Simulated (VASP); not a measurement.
An input for Quantum ESPRESSO's pw.x (written as the equivalent of a VASP run, and not itself run):

```
&CONTROL
  calculation = 'scf'
  pseudo_dir = './pseudo'
  outdir = './out'
  tprnfor = .true.
  tstress = .true.
/
&SYSTEM
  ibrav = 0
  nat = 2
  ntyp = 2
  ecutwfc = 96
  occupations = 'smearing'
  smearing = 'methfessel-paxton'
  degauss = 0.00735
  input_dft = 'pw91'
/
&ELECTRONS
  conv_thr = 7.3e-09
  electron_maxstep = 100
/
ATOMIC_SPECIES
  Al 26.982 Al.upf
  Co 58.933 Co.upf
CELL_PARAMETERS angstrom
     2.8224219    0.0000000    0.0000000
     0.0000000    2.8224219    0.0000000
     0.0000000    0.0000000    2.8224219
ATOMIC_POSITIONS crystal
  Al   0.5000000  0.5000000  0.5000000
  Co   0.0000000  0.0000000  0.0000000
K_POINTS automatic
  13 13 13 0 0 0
```

**Question.** Translate this input to VASP (INCAR, KPOINTS, POSCAR, choice of POTCAR).

**Answer.** One answer among several that fit: 
INCAR:
```
SYSTEM  =  CoAl
PREC  =  Accurate; ENCUT  =  520; LREAL  =  .False.
LASPH  =  .True.
EDIFF  =  1E-7; NELM  =  100; ALGO  =  Normal
LMAXMIX  =  4
ISMEAR  =  1; SIGMA  =  0.1
GGA  =  91
ISIF  =  2
LWAVE  =  .False.; LCHARG  =  .False.
```

KPOINTS:
```
kpoints
0
Gamma
  13 13 13
0 0 0
```

POSCAR:
```
CoAl
1
    2.8224219203     0.0000000000     0.0000000000
    0.0000000000     2.8224219203     0.0000000000
    0.0000000000     0.0000000000     2.8224219203
Al Co
1 1
Direct
  0.5000000000   0.5000000000   0.5000000000
  0.0000000000   0.0000000000   0.0000000000
```

POTCAR, in this order: Al Co (PBE.64 set). Program: vasp_std.

The two are equivalent in intent, not identical: the potentials are each code's own (VASP's PAW set, PseudoDojo norm-conserving files in pw.x), so ENCUT and ecutwfc are chosen apart and not converted; conv_thr bounds pw.x's estimated SCF error, while EDIFF bounds the energy change between steps.

The compound is CoAl in the CsCl type structure. This cell is one point of a volume scan, at 0.97 of the reference volume.
